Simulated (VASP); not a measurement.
A convergence study with VASP on CdSe (wurtzite): one setting is varied, all else stays as given below, so the limit is that of these other settings.

```
CELL_PARAMETERS angstrom
      2.15000    -3.72391     0.00000
      2.15000     3.72391     0.00000
      0.00000     0.00000     7.01000
ATOMIC_POSITIONS crystal
  Cd 0.66667 0.33333 0.50000
  Cd 0.33333 0.66667 0.00000
  Se 0.66667 0.33333 0.87600
  Se 0.33333 0.66667 0.37600
```

Computed with PBE GGA, VASP's PBE PAW potentials (set 64) (plane waves; VASP). The tightest run used: 550 eV cut-off, 15×15×9 Γ-centred mesh, Gaussian smearing of 0.050 eV, potentials Cd Se.

### Question
The settings run are 1×1×1 mesh; 2×2×1 mesh; 3×3×2 mesh; 4×4×2 mesh; 5×5×3 mesh; 6×6×3 mesh; 7×7×4 mesh; 8×8×5 mesh; 9×9×5 mesh; 10×10×6 mesh; 11×11×6 mesh; 12×12×7 mesh; 13×13×7 mesh; 14×14×8 mesh; 15×15×9 mesh. From which on does the stress (every component) stay within 0.1 GPa of the tightest run?

### Answer
From 5×5×3 mesh on: it is off by 0.05 there and by no more than 0.1 in any finer run, while 4×4×2 mesh is off by 0.18.
| setting | E (eV/atom) | pressure (GPa) | irreducible k-points | difference judged (GPa) |
|---|---|---|---|---|
| 1×1×1 mesh | 0.3369 | 22.51 | 1 | 25.61 |
| 2×2×1 mesh | -2.4792 | 4.44 | 2 | 3.88 |
| 3×3×2 mesh | -2.6768 | 3.69 | 6 | 0.75 |
| 4×4×2 mesh | -2.7173 | 3.38 | 8 | 0.18 |
| 5×5×3 mesh | -2.7266 | 3.34 | 10 | 0.05 |
| 6×6×3 mesh | -2.7289 | 3.32 | 14 | 0.01 |
| 7×7×4 mesh | -2.7302 | 3.31 | 24 | 0.01 |
| 8×8×5 mesh | -2.7306 | 3.31 | 30 | 0.00 |
| 9×9×5 mesh | -2.7307 | 3.31 | 36 | 0.00 |
| 10×10×6 mesh | -2.7307 | 3.31 | 56 | 0.00 |
| 11×11×6 mesh | -2.7307 | 3.31 | 64 | 0.00 |
| 12×12×7 mesh | -2.7308 | 3.31 | 76 | 0.00 |
| 13×13×7 mesh | -2.7308 | 3.31 | 84 | 0.00 |
| 14×14×8 mesh | -2.7308 | 3.31 | 120 | 0.00 |
| 15×15×9 mesh | -2.7308 | 3.31 | 135 | 0.00 |

Left out are rungs that failed or repeat a setting and relaxations that didn't move; long series are thinned to 24 rows.

The compound is CdSe in the wurtzite structure. The cell was not relaxed at this level.
